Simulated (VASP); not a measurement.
Input for VASP

File KPOINTS:
```
Automatic mesh
0
Gamma
3 3 3
0 0 0
```

INCAR:
```
SYSTEM = Cs2AgBiBr6
PREC = Accurate; ENCUT = 400; LREAL = .FALSE.
LASPH = .TRUE.
EDIFF = 1E-6; NELM = 100; ALGO = Normal
LMAXMIX = 4
ISMEAR = 0; SIGMA = 0.05
GGA = PS
IBRION = 2; NSW = 60; ISIF = 3
EDIFFG = -0.02
LWAVE = .FALSE.; LCHARG = .FALSE.
```

File POSCAR:
```
Cs2AgBiBr6
1
    0.0000000000     5.5904592057     5.5904592057
    5.5904592057     0.0000000000     5.5904592057
    5.5904592057     5.5904592057     0.0000000000
Cs Ag Bi Br
2 1 1 6
Direct
  0.7500000000   0.7500000000   0.7500000000
  0.2500000000   0.2500000000   0.2500000000
  0.5000000000   0.5000000000   0.5000000000
  0.0000000000   0.0000000000   0.0000000000
  0.7464032237   0.2535967763   0.2535967763
  0.2535967763   0.7464032237   0.7464032237
  0.2535967763   0.7464032237   0.2535967763
  0.7464032237   0.2535967763   0.7464032237
  0.2535967763   0.2535967763   0.7464032237
  0.7464032237   0.7464032237   0.2535967763
```

POTCAR, in this order: Cs_sv Ag Bi_d Br (PBE.64 set). Program: vasp_std.

Write an equivalent input for Quantum ESPRESSO's pw.x.

One equivalent input (not run):
```
&CONTROL
  calculation = 'vc-relax'
  pseudo_dir = './pseudo'
  outdir = './out'
  tprnfor = .true.
  tstress = .true.
  nstep = 60
  forc_conv_thr = 0.00078
/
&SYSTEM
  ibrav = 0
  nat = 10
  ntyp = 4
  ecutwfc = 82
  occupations = 'smearing'
  smearing = 'gaussian'
  degauss = 0.003675
  input_dft = 'pbesol'
/
&ELECTRONS
  conv_thr = 7.3e-08
  electron_maxstep = 100
/
&IONS
/
&CELL
/
ATOMIC_SPECIES
  Cs 132.905 Cs.upf
  Ag 107.868 Ag.upf
  Bi 208.980 Bi.upf
  Br 79.904 Br.upf
CELL_PARAMETERS angstrom
     0.0000000    5.5904592    5.5904592
     5.5904592    0.0000000    5.5904592
     5.5904592    5.5904592    0.0000000
ATOMIC_POSITIONS crystal
  Cs   0.7500000  0.7500000  0.7500000
  Cs   0.2500000  0.2500000  0.2500000
  Ag   0.5000000  0.5000000  0.5000000
  Bi   0.0000000  0.0000000  0.0000000
  Br   0.7464032  0.2535968  0.2535968
  Br   0.2535968  0.7464032  0.7464032
  Br   0.2535968  0.7464032  0.2535968
  Br   0.7464032  0.2535968  0.7464032
  Br   0.2535968  0.2535968  0.7464032
  Br   0.7464032  0.7464032  0.2535968
K_POINTS automatic
  3 3 3 0 0 0
```
Limits of the translation: the potentials are each code's own (VASP's PAW set, PseudoDojo norm-conserving files in pw.x), so ENCUT and ecutwfc are chosen apart and not converted; conv_thr bounds pw.x's estimated SCF error, while EDIFF bounds the energy change between steps; forc_conv_thr acts on force components and is met together with etot_conv_thr.

The structure comes from a computed database's Cs2AgBiBr6 entry (Fm-3m); how it stands against other phases isn't given here. This run relaxes it. Symmetry was kept, so distortions that lower it aren't found. The start is the result of an earlier pass.
